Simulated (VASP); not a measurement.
VASP ran on this input.

File KPOINTS:
```
Automatic mesh
0
Gamma
6 6 3
0 0 0
```

**INCAR**
```
# general
SYSTEM   =  AgI
PREC     =  Accurate
ENCUT    =  520
LREAL    =  .FALSE.
LASPH    =  .TRUE.

# electronic loop
EDIFF    =  1E-7
NELM     =  100
ALGO     =  Normal
LMAXMIX  =  4

# smearing
ISMEAR   =  0
SIGMA    =  0.05

# functional
GGA      =  PE
IVDW     =  12

# ions
IBRION   =  2
NSW      =  30
ISIF     =  4
EDIFFG   =  -0.01

# output
LWAVE    =  .FALSE.
LCHARG   =  .FALSE.
```

**POSCAR**
```
AgI
1
    2.2950000000    -3.9750570000     0.0000000000
    2.2950000000     3.9750570000     0.0000000000
    0.0000000000     0.0000000000     7.5100000000
Ag I
2 2
Direct
  0.6666670000   0.3333330000   0.5000000000
  0.3333330000   0.6666670000   0.0000000000
  0.6666670000   0.3333330000   0.8750000000
  0.3333330000   0.6666670000   0.3750000000
```

POTCAR, in this order: Ag I (PBE.64 set). Program: vasp_std.

**Question.** Translate this PBE-D3(BJ) calculation to Quantum ESPRESSO's pw.x.

**Answer.** One equivalent input (not run):
```
&CONTROL
  calculation = 'vc-relax'
  pseudo_dir = './pseudo'
  outdir = './out'
  tprnfor = .true.
  tstress = .true.
  nstep = 30
  forc_conv_thr = 0.00039
/
&SYSTEM
  ibrav = 0
  nat = 4
  ntyp = 2
  ecutwfc = 82
  occupations = 'smearing'
  smearing = 'gaussian'
  degauss = 0.003675
  input_dft = 'pbe'
  vdw_corr = 'grimme-d3'
  dftd3_version = 4
  dftd3_threebody = .false.
/
&ELECTRONS
  conv_thr = 7.3e-09
  electron_maxstep = 100
/
&IONS
/
&CELL
  cell_dofree = 'shape'
/
ATOMIC_SPECIES
  Ag 107.868 Ag.upf
  I 126.904 I.upf
CELL_PARAMETERS angstrom
     2.2950000   -3.9750570    0.0000000
     2.2950000    3.9750570    0.0000000
     0.0000000    0.0000000    7.5100000
ATOMIC_POSITIONS crystal
  Ag   0.6666670  0.3333330  0.5000000
  Ag   0.3333330  0.6666670  0.0000000
  I    0.6666670  0.3333330  0.8750000
  I    0.3333330  0.6666670  0.3750000
K_POINTS automatic
  6 6 3 0 0 0
```
What does not carry over: the potentials are each code's own (VASP's PAW set, PseudoDojo norm-conserving files in pw.x), so ENCUT and ecutwfc are chosen apart and not converted; conv_thr bounds pw.x's estimated SCF error, while EDIFF bounds the energy change between steps; forc_conv_thr acts on force components and is met together with etot_conv_thr.

The compound is AgI in the wurtzite structure. The cell was not relaxed at this level.
